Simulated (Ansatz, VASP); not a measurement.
# Cross-check of H2CClF between VASP and Ansatz, part 2 of 2

One calculation is typed for both programs; each brings its own data sets. How far apart do they land? The cell is taken from a series of runs on this material, whose earlier steps may have relaxed, scaled, displaced or heated it; both programs get it as it stands.

VASP 6.6.1 and Ansatz 0.2.0.

So far: Starting point; VASP: G0W0 gap, PBE.

## (3) Ansatz: G0W0 gap, PBE

Level of this step: Ansatz beside VASP: Kohn-Sham DFT, plane waves, PBE (Ansatz).

Ansatz runs on its default PAW (the set named soft_2) files.

The same cell, functional and mesh now go to Ansatz, which takes its cutoff from its data sets.

input.yaml reads:

```yaml
crystal:
  lattice:
    - [5.0206, 0.0, 0.0]
    - [0.0, 4.1477, 0.0]
    - [-2.1143188253, 0.0, 6.4288463713]
  atoms:
    - { symbol: H, position: [0.2853907074, 0.3914333251, 0.1553547444] }
    - { symbol: H, position: [0.7146092926, 0.8914333251, 0.8446452556] }
    - { symbol: H, position: [0.5708661695, 0.1079278767, 0.2708692269] }
    - { symbol: H, position: [0.4291338305, 0.6079278767, 0.7291307731] }
    - { symbol: C, position: [0.3461441783, 0.1407585261, 0.1942650717] }
    - { symbol: C, position: [0.6538558217, 0.6407585261, 0.8057349283] }
    - { symbol: Cl, position: [0.1665216804, 0.0025228448, 0.3683413112] }
    - { symbol: Cl, position: [0.8334783196, 0.5025228448, 0.6316586888] }
    - { symbol: F, position: [0.2645503672, 0.9578574273, 0.0149998989] }
    - { symbol: F, position: [0.7354496328, 0.4578574273, 0.9850001011] }
kpoints:
  mp_grid: { grid: [2, 2, 2] }
hamiltonian:
  xc: pbe
scf:
  occupations: { method: fixed }
gw:
  n_empty_bands: 285
  ecut_chi: 96
  qp_bands: [v3, c3]
  qp_kpoints: band_edges
  screening: { model: contour_deformation }
```

The run is started by

```bash
$ ansatz run input.yaml --threads 3 --pin off --max-ram 92160MiB --backend cuda --devices 1 --max-vram 13GiB --events-out ev --progress --plain --runs-dir out
```

Numbers of over 12 decimals in the logs are rounded to 6 here.

Output:

```text
GPUs: using 1 of 1 available (devices: 1).
Engine: ansatz 0.2.0, x86_64-unknown-linux-gnu
Pseudopotentials: kind: paw
Pseudopotential: H, paw, valence charge 1, recommended cutoff 420 eV (normal), H.paw.azcp
Pseudopotential: C, paw, valence charge 4, recommended cutoff 420 eV (normal), C.paw.azcp
Pseudopotential: Cl, paw, valence charge 7, recommended cutoff 420 eV (normal), Cl.paw.azcp
Pseudopotential: F, paw, valence charge 7, recommended cutoff 420 eV (normal), F.paw.azcp
Functional definition: PBE
  parameter kappa = 0.804
  parameter beta = 0.066725
  exchange = pbe_x(kappa = kappa, mu = beta*pi^2/3)
  correlation = pbe_c(beta = beta)
device memory: the entry about to start is reckoned to put 1.5 GiB on a device that reports 36.8 GiB free (of which the cap on the GPU budget leaves the run 13.0 GiB)
GPU FFT provider: cuFFT
GPU libraries: cuBLAS 13.8.2, cuFFT 12.4.0, cuSOLVER 12.3.4
Crystal: 10 atoms, lattice volume = 133.874 Å³
Basis set: ecut = 420 eV, 2603 PW (Γ)
Bands: 30, of which v1, the nominal top of the filled ones, is band 20 counted from 1 (19 counted from 0)
Symmetry: 2 space group operations
Space group: P21 (ITA 4), of the structure as read, at distance tolerance 5.1e-5 Å
k-points: 8
Non-local potential: H, projectors of the file, l = 0: 2, l = 1: 1
Non-local potential: C, projectors of the file, l = 0: 2, l = 1: 2, l = 2: 1
Non-local potential: Cl, projectors of the file, l = 0: 2, l = 1: 2, l = 2: 2
Non-local potential: F, projectors of the file, l = 0: 2, l = 1: 2, l = 2: 1
PAW form: soft (Blöchl's): semilocal exchange-correlation on the pseudo side does not see the compensation charge
PAW one-centre angular grid: H, 110 points (default); XC on 64 Gauss nodes
PAW one-centre angular grid: C, 110 points (default); XC on 64 Gauss nodes
PAW one-centre angular grid: Cl, 110 points (default); XC on 64 Gauss nodes
PAW one-centre angular grid: F, 110 points (default); XC on 64 Gauss nodes
Initial density: superposition of atomic densities (neutral atoms: chi_scale 0, normalization atom), corrected by the library's trained network
Initial wavefunctions: pseudopotential atomic-orbital guess
GPU buffer pool allocated for 51840 grid points (all kernels)
GPU transforms: local potential and band sums: pruned to the plane-wave sphere, on 36×27×45
Functional: x = pbe(κ = 0.804, μ = 0.219515), c = pbe(β = 0.066725)
SCF iter   1: F=—  HF=-4341.590481 eV  |F-HF|=—  |Δ(HF+E_count)|=         —  Δρ=1.56e-3  dr2=9.44e-4  ethr=1.77e-3  ⟨swp⟩=5.1  Hψ=941  notcnv=0  defer=64
preconditioner: auto → Resta (q_TF=auto, 2.231 Å⁻¹)  ε∞=2.9  [insulator: Δε(μ)=5.995 eV  Ē_g=14.006 eV  n_scr=26 (ndim 8)  ℏωp=19.3 eV  f_vac=0.108  ε∞_Penn≈2.9]
SCF iter   2: F=—  HF=-4341.591917 eV  |F-HF|=—  |Δ(HF+E_count)|=   1.44e-3  Δρ=8.10e-4  dr2=2.60e-4  ethr=2.36e-6  ⟨swp⟩=2.0  Hψ=473  notcnv=0  defer=64
SCF iter   3: F=—  HF=-4341.592646 eV  |F-HF|=—  |Δ(HF+E_count)|=   7.29e-4  Δρ=2.79e-4  dr2=7.13e-5  ethr=6.50e-7  ⟨swp⟩=2.0  Hψ=352  notcnv=0  defer=64
SCF iter   4: F=—  HF=-4341.592687 eV  |F-HF|=—  |Δ(HF+E_count)|=   4.07e-5  Δρ=6.42e-5  dr2=5.40e-6  ethr=1.78e-7  ⟨swp⟩=2.9  Hψ=410  notcnv=0  defer=51
SCF iter   5: F=—  HF=-4341.592690 eV  |F-HF|=—  |Δ(HF+E_count)|=   2.65e-6  Δρ=3.45e-5  dr2=9.89e-7  ethr=1.35e-8  ⟨swp⟩=2.6  Hψ=336  notcnv=0  defer=61
SCF iter   6: F=—  HF=-4341.592690 eV  |F-HF|=—  |Δ(HF+E_count)|=   5.50e-7  Δρ=1.14e-5  dr2=1.13e-7  ethr=2.47e-9  ⟨swp⟩=2.4  Hψ=386  notcnv=0  defer=64
SCF iter   7: F=-4341.592690 eV  HF=-4341.592690 eV  |F-HF|=1.89e-9  |Δ(HF+E_count)|=   1.45e-7  Δρ=2.07e-6  dr2=6.73e-9  ethr=2.50e-10  ⟨swp⟩=9.0  Hψ=1032  notcnv=0
SCF 1 converged in 7 iterations: F = -4341.592690 eV  dr2 = 6.73e-9
  greatest PAW one-centre occupation: 0.932 electrons in one spin orbital (limit 2), on the F atom at site 9 (counted from 0), in its partial waves of l = 0
device memory: the entry about to start is reckoned to put 2.0 GiB on a device that reports 36.7 GiB free (of which the cap on the GPU budget leaves the run 13.0 GiB)
NSCF: frozen V_eff on 8 k-points
the band table was solved once the SCF had ended and its energy, with any forces and stress, was formed, with the checks that follow a solve (1030 applications of the Hamiltonian). They found nothing against the state; the energy, forces and stress were not computed again (output.eigenvalues in the input reference)
device memory: the entry about to start is reckoned to put 4.2 GiB on a device that reports 36.8 GiB free (of which the cap on the GPU budget leaves the run 13.0 GiB)
NSCF: frozen V_eff on 8 k-points
G₀W₀ screening: q 1/8
[... further progress lines ...]
device memory: the entry about to start is reckoned to put 0.4 GiB on a device that reports 36.7 GiB free (of which the cap on the GPU budget leaves the run 13.0 GiB)
NSCF: frozen V_eff on 1 k-points
device memory: the entry about to start is reckoned to put 0.5 GiB on a device that reports 36.6 GiB free (of which the cap on the GPU budget leaves the run 13.0 GiB)
NSCF: frozen V_eff on 1 k-points
SCF converged after 7 iterations
Free energy (F): -4341.592690 eV
Harris-Foulkes:  -4341.592690 eV  (|F-HF|=1.89e-9)
Internal energy: -4341.592690 eV  (E = F + TS)
E sigma→0 (E₀):  -4341.592690 eV
Fermi energy:    -0.633462 eV
--- Per-component energies (eV) ---
  E_band       = -302.347586
  E_kinetic    = 966.286380
  E_local      = -2750.078637  (includes V_loc(G=0)·N_el)
  E_nonlocal   = 264.481297
  E_hartree    = 983.758535
  E_xc         = -502.615907
  E_vxc        = -609.514846  (∫ρ·V_xc dr)
  E_paw        = -1919.576584  (= ΣΔE_a)
  E_vpaw       = -141.036663  (= ΣTr[D̂ρ^β])
  E_aug_tail   = -0.001295  (compensation charges beyond the density's cutoff)
  E_ewald      = -1383.846480
  E_smearing   = -0.000000  (= −TS)
  E_closure    = -0.000000  (closes the sum)
  Σ components = -4341.592690   (vs F -4341.592690, Δ=0.00e0)
--- Band table (eV; the first three rows and the last of 8) ---
  k-point 0: bands = [... 16 lower, -1.3952, -1.3694, -1.3483, -0.8813, 5.7162, 5.9570, 6.4538, 7.5923, ... 6 higher]
  k-point 1: bands = [... 16 lower, -1.5348, -1.2578, -1.2418, -0.9126, 5.7877, 5.8141, 6.7113, 7.0266, ... 6 higher]
  k-point 2: bands = [... 16 lower, -1.4504, -1.4504, -0.9624, -0.9624, 5.8022, 5.8022, 7.3281, 7.3281, ... 6 higher]
  k-point 7: bands = [... 16 lower, -1.4047, -1.4047, -0.6392, -0.6392, 5.8975, 5.8975, 7.1956, 7.1956, ... 6 higher]
--- G₀W₀: contour deformation, 5 samples at zero and on the imaginary axis and 1 off it, 8 q-points, 285 empty bands' worth ---
  eigenvalues of the whole cell's RPA ε∞ on this k-mesh (on a slab, of 1 + 4πα/V) = 2.0167, 2.0362, 2.3736; static W/v taken at q = 0 is 0.471694
  bands read: the sum over 305 bands ends inside a degenerate multiplet in 4 slots, whose members it reads at an even weight; the widest, k=2: bands 305 to 306 (counted from 1) at 1/2 each
  gw.qp_kpoints: band_edges: 8 of 8 stored k-points solved, in 1 pass; an edge of the gap read off the rows below is read off those points alone
    ik  band        ε_KS         Σx   Σc(E_QP)       V_xc       Z   E_QP_lin       E_QP  E_QP is
     0    18     -1.3694   -21.8620     2.8803   -16.9340  0.8115    -3.4617    -3.4170  root
     0    19     -1.3483   -20.8851     2.7659   -16.0006  0.8126    -3.5170    -3.4670  root
     0    20     -0.8813   -21.2620     2.6602   -16.5482  0.8160    -2.9774    -2.9348  root
     0    21      5.7162    -8.7155    -3.6766   -14.4137  0.8369     7.7705     7.7377  root
     0    22      5.9570    -8.8376    -3.7788   -14.6891  0.8340     8.0662     8.0298  root
     0    23      6.4538    -5.9648    -3.3826   -10.6877  0.8591     7.8069     7.7941  root
     1    18     -1.2578   -21.5226     2.7857   -16.6571  0.8149    -3.3826    -3.3376  root
     1    19     -1.2418   -20.8587     2.7298   -16.0136  0.8138    -3.4060    -3.3571  root
     1    20     -0.9126   -21.4199     2.6554   -16.7433  0.8145    -2.9752    -2.9339  root
     1    21      5.7877    -9.3596    -3.8718   -15.4256  0.8310     8.0224     7.9818  root
     1    22      5.8141    -7.9495    -3.5856   -13.3879  0.8425     7.6937     7.6668  root
     1    23      6.7113    -5.7094    -3.3298   -10.3237  0.8606     8.0075     7.9958  root
     2    18     -1.4504   -21.9397     2.9014   -16.9794  0.8115    -3.5547    -3.5093  root
     2    19     -0.9624   -21.9090     2.8496   -16.9810  0.8169    -3.0842    -3.0408  root
     2    20     -0.9624   -21.9090     2.8496   -16.9810  0.8169    -3.0842    -3.0408  root
     2    21      5.8022    -8.9674    -3.7280   -14.7654  0.8351     7.9072     7.8722  root
     2    22      5.8022    -8.9674    -3.7280   -14.7654  0.8351     7.9072     7.8722  root
     2    23      7.3281    -7.5618    -3.8139   -13.2842  0.8451     9.2675     9.2366  root
     3    18     -1.5441   -21.0353     2.7318   -16.2285  0.8126    -3.6658    -3.6191  root
     3    19     -0.9771   -21.9138     2.8622   -16.9715  0.8167    -3.1009    -3.0573  root
     3    20     -0.9771   -21.9138     2.8622   -16.9715  0.8167    -3.1009    -3.0573  root
     3    21      5.9592    -9.3246    -3.8032   -15.2910  0.8310     8.1624     8.1223  root
     3    22      5.9592    -9.3246    -3.8032   -15.2910  0.8310     8.1624     8.1223  root
     3    23      7.3807    -7.0727    -3.6448   -12.4697  0.8504     9.1579     9.1329  root
[...]
6    22      5.9071    -9.3478    -3.8163   -15.3067  0.8314     8.0887     8.0496  root
     6    23      6.9432    -6.4282    -3.5320   -11.5836  0.8559     8.5866     8.5666  root
     7    18     -1.4047   -22.0930     2.8752   -17.1827  0.8127    -3.4830    -3.4398  root
     7    19     -0.6392   -21.9303     2.7648   -17.1182  0.8185    -2.7268    -2.6864  root
     7    20     -0.6392   -21.9303     2.7648   -17.1182  0.8185    -2.7268    -2.6864  root
     7    21      5.8975    -9.3029    -3.8034   -15.2417  0.8326     8.0713     8.0329  root
     7    22      5.8975    -9.3029    -3.8034   -15.2417  0.8326     8.0713     8.0329  root
     7    23      7.1956    -6.9797    -3.6598   -12.3998  0.8494     8.9811     8.9559  root
```

The column dr2 measures how far the density is from self-consistency, as an energy; F and HF (Harris–Foulkes) agree once it is small.

## (4) Comparison

Known differences besides the potentials themselves: fixed occupations in Ansatz, narrow Gaussian smearing in VASP; the cutoff is 420 eV in Ansatz and 520 eV in VASP; VASP leaves aspherical gradient terms in its spheres out (LASPH is not set), Ansatz keeps them; Ansatz integrates over frequency by contour deformation, VASP on a grid of NOMEGA points; Ansatz's G0W0 levels solve the quasiparticle equation, VASP's are linearised. Total energies have different zeros and are not compared.

Both answers:

```
                   quantity  Ansatz   VASP  difference
  G0W0 gap on the mesh (eV)   10.00  10.03       -0.03
Kohn-Sham gap under it (eV)    5.99   5.98       +0.01
```

## (5) Outcome

| Quantity | Value |
| --- | --- |
| difference in G0W0 gap on the mesh (G0W0 gap, PBE) | -0.032 eV |

In words: The difference in G0W0 gap on the mesh is -0.032 eV (G0W0 gap, PBE). Such differences can come from data sets, numerical settings and the points named under the comparisons, not from the functional's error against experiment.

[Lines on the potential files, build, host, timing and source positions are cut from VASP's logs without a mark.]

[Logs are printed without paths, hosts, clocks, repeated set-up lines and the standing remarks that a program may print on its own settings, such as how far it seeks lower states.]

[Hosts, paths, dates, database ids (printed as entryN), source tags and the programs' standing remarks are cut or masked in the printed files.]
